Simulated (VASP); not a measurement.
A cell of Rh (fcc) near equilibrium:

```yaml
crystal:
  lattice:
    - [0.00000, 1.90000, 1.90000]
    - [1.90000, 0.00000, 1.90000]
    - [1.90000, 1.90000, 0.00000]
  atoms:
    - { symbol: Rh, position: [0.00000, 0.00000, 0.00000] }
```

These are r2SCAN meta-GGA, VASP's PBE PAW potentials (set 64) (plane waves; VASP) values and carry that method's errors.

```json
[
 {"run": "as it is", "ΔE (meV/atom)": "0.0", "σxx": "1.24", "σyy": "1.24", "σzz": "1.24", "largest shear component, with its sign (GPa)": "0.00", "largest force (eV/Å)": "0.000"},
 {"run": "after one change", "ΔE (meV/atom)": "18.4", "σxx": "-10.24", "σyy": "-10.24", "σzz": "-10.24", "largest shear component, with its sign (GPa)": "0.00", "largest force (eV/Å)": "0.000"}
]
```
Stress is in GPa, positive when the cell is compressed.

Problem. Which change was made?
A. biaxial strain of +1.0 % in the xz plane
B. isotropic strain of +1.5 %
C. biaxial strain of +2.0 % in the xz plane
D. isotropic strain of -1.0 %

Solution. B, isotropic strain of +1.5 %

The compound is Rh in the fcc structure. The cell was not relaxed at this level.
